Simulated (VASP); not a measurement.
VASP ran on this input.

### POSCAR
```
GeS
21.7878960
  0.5000000000   0.0000000000   0.0000000000
  0.0000000000   0.1671098944   0.0000000000
  0.0000000000   0.0000000000   0.2097780805
Ge S
4 4
Direct
  0.8722500000   0.2500000000   0.3668900000
  0.1277500000   0.7500000000   0.6331100000
  0.6277500000   0.7500000000   0.8668900000
  0.3722500000   0.2500000000   0.1331100000
  0.6548300000   0.2500000000   0.5147900000
  0.3451700000   0.7500000000   0.4852100000
  0.8451700000   0.7500000000   0.0147900000
  0.1548300000   0.2500000000   0.9852100000
```

KPOINTS:
```
Automatic mesh
0
Gamma
3 7 5
0 0 0
```

INCAR:
```
SYSTEM=GeS
PREC=Accurate; ENCUT=300; LREAL=.False.
LASPH=.True.; ISYM=0
EDIFF=1E-6; NELM=100; ALGO=Normal
LMAXMIX=4
ISMEAR=0; SIGMA=0.01
ISIF=2
LWAVE=.False.; LCHARG=.False.
```

POTCAR, in this order: Ge_d S (LDA.64 set). Program: vasp_std.

Question: Translate this LDA calculation to Ansatz.

Answer: One equivalent input (not run):
Ansatz 0.2 input:
```yaml
crystal:
  lattice:
    - [10.8939480, 0.0000000, 0.0000000]
    - [0.0000000, 3.6409730, 0.0000000]
    - [0.0000000, 0.0000000, 4.5706230]
  symmetry: { detect: false }
  atoms:
    - { symbol: Ge, position: [0.8722500, 0.2500000, 0.3668900] }
    - { symbol: Ge, position: [0.1277500, 0.7500000, 0.6331100] }
    - { symbol: Ge, position: [0.6277500, 0.7500000, 0.8668900] }
    - { symbol: Ge, position: [0.3722500, 0.2500000, 0.1331100] }
    - { symbol: S, position: [0.6548300, 0.2500000, 0.5147900] }
    - { symbol: S, position: [0.3451700, 0.7500000, 0.4852100] }
    - { symbol: S, position: [0.8451700, 0.7500000, 0.0147900] }
    - { symbol: S, position: [0.1548300, 0.2500000, 0.9852100] }
kpoints:
  mp_grid: { grid: [3, 7, 5] }
hamiltonian:
  xc: lda
  pseudopotentials: { kind: paw }
scf:
  occupations: { method: gaussian, width: 0.01 }
  max_iter: 100
output: { forces: true, stress: true, eigenvalues: true }
```
What does not carry over: each code has its own PAW files, so the cut-off isn't converted (ENCUT is set for VASP's; basis.ecutwfc is left out, and Ansatz then takes the one that its files recommend); Ansatz stops its SCF on the density residual and VASP on the energy change (EDIFF); Ansatz's lda is the Perdew-Wang form, while the LDA potentials of VASP carry Perdew-Zunger's.

The structure comes from a computed database's GeS entry, a phase known from measurement. The cell was not relaxed at this level. The run is one of a series of settings (ISYM = 0 against the base run), some of them coarse on purpose.
